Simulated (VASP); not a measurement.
Wanted: the native input for a VASP 6.6.1 run.

```yaml
Task: single point
Functional: PBE
Potentials_or_basis: VASP PAW PBE potentials, release 64 (K_sv, S, Au)
Cutoff: 520 eV
k_mesh: 10 × 10 × 10
Occupations: gaussian, width 0.1 eV
Spin: no spin polarisation
Dipole_correction: no
Further_INCAR_settings: ALGO = Fast; EDIFF = 1e-06; NBANDS = 24
```

The structure of KAuS2 lies in POSCAR:

```
KAuS2
1.0
    4.8454782697      0.0000000000      0.0000000000
    0.0000000000      4.8454782697      0.0000000000
    0.0000000000      0.0000000000      4.6789807955
K S Au
1 2 1
Direct
    0.5000000000      0.5000000000      0.5000000000
    0.5000000000      0.0000000000      0.0000000000
    0.0000000000      0.5000000000      0.0000000000
    0.0000000000      0.0000000000      0.0000000000
```

The cell was built by a generator and needn't be a form met in nature.

These files were run (other wordings do the same):

INCAR

```
SYSTEM = KAuS2
PREC     = Accurate       ! precision mode
ENCUT    = 520            ! plane-wave cutoff, eV
EDIFF    = 1E-6           ! SCF threshold, eV
ISMEAR   = 0              ! smearing method
SIGMA    = 0.1            ! smearing width, eV
LREAL    = .False.        ! projectors in reciprocal space
LASPH    = .True.         ! aspherical terms in the spheres
NELM     = 100            ! most SCF steps
ALGO     = Fast           ! electronic algorithm
ISIF     = 2              ! what is computed and relaxed
LWAVE    = .False.        ! write WAVECAR
LCHARG   = .False.        ! write CHGCAR
GGA      = PE             ! functional
NBANDS   = 24             ! bands
```

KPOINTS

```
Automatic mesh
0
Gamma
  10 10 10
  0 0 0
```

Potentials or basis: VASP PAW PBE potentials, release 64 (K_sv, S, Au).

Command:

```console
$ cat potpaw_PBE.64/K_sv/POTCAR potpaw_PBE.64/S/POTCAR potpaw_PBE.64/Au/POTCAR > POTCAR
$ mpirun -np 1 vasp_std > vasp.out
```

It gave:

The pressure is -0.1 GPa. The band gap on the k mesh is none (metal or under the smearing width).

Wall time 3.8 min on 1 thread of Intel(R) Xeon(R) Platinum 8488C (Sapphire Rapids) (shared host), peak memory 0.44 GiB.
